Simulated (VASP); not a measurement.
Computed with AM05 GGA, VASP's PBE PAW potentials (set 64) (plane waves; VASP).

VASP ran on this input.

### INCAR
```
! general
SYSTEM  = HfB2
PREC    = Accurate
ENCUT   = 520
LREAL   = .FALSE.
LASPH   = .TRUE.   ! aspherical one-centre terms

! electronic loop
EDIFF   = 1E-7   ! SCF stop (eV)
NELM    = 100   ! most electronic steps
ALGO    = Normal   ! blocked Davidson
LMAXMIX = 6

! smearing
ISMEAR  = -5   ! tetrahedra, Bloechl

! functional
GGA     = AM

! ions
ISIF    = 2   ! forces and stress, cell fixed

! output
LWAVE   = .FALSE.
LCHARG  = .TRUE.
LORBIT  = 11   ! lm-projected
NEDOS   = 601   ! DOS grid

! other
LEFG    = .TRUE.
```

POSCAR:
```
HfB2
1
    1.5618692378    -2.7052371032    -0.0000000000
    1.5618692378     2.7052371032     0.0000000000
   -0.0000000000     0.0000000000     3.4438103672
Hf B
1 2
Direct
  0.0000000000   0.0000000000   1.0000000000
  0.3333330000   0.6666670000   0.5000000000
  0.6666670000   0.3333330000   0.5000000000
```

### KPOINTS
```
Automatic mesh
0
Gamma
13 13 10
0 0 0
```

POTCAR, in this order: Hf_pv B (PBE.64 set). Program: vasp_std.

For a metal the tetrahedron method with Blöchl corrections gives inexact stress and forces. Unless said otherwise, spin-orbit coupling is left out, though it shifts the bands of the heavy elements here.

### Question
Predict the energy per atom (σ→0), band gap (on the k-mesh).

### Answer

```yaml
energy per atom (σ→0): -9.192 eV/atom
band gap (on the k-mesh): none (metal, semimetal or under 0.01 eV)
```

**OSZICAR**
```
...
DAV:   9    -0.275762291009E+02    0.45892E-02   -0.33660E-02  3536   0.145E+00    0.271E-01
DAV:  10    -0.275761893524E+02    0.39749E-04   -0.10015E-03  3732   0.274E-01    0.334E-01
DAV:  11    -0.275762124331E+02   -0.23081E-04   -0.95197E-05  3672   0.781E-02    0.184E-01
DAV:  12    -0.275761998677E+02    0.12565E-04   -0.11308E-05  3692   0.283E-02    0.193E-02
DAV:  13    -0.275762002285E+02   -0.36080E-06   -0.41039E-07  3684   0.645E-03    0.456E-03
DAV:  14    -0.275762003573E+02   -0.12874E-06   -0.61184E-09  2096   0.731E-04    0.972E-04
DAV:  15    -0.275762004370E+02   -0.79767E-07   -0.21120E-09  1952   0.392E-04
   1 F= -.27576200E+02 E0= -.27576200E+02  d E =0.000000E+00
```

The compound is HfB2 in the AlB2 type structure. It was relaxed first.
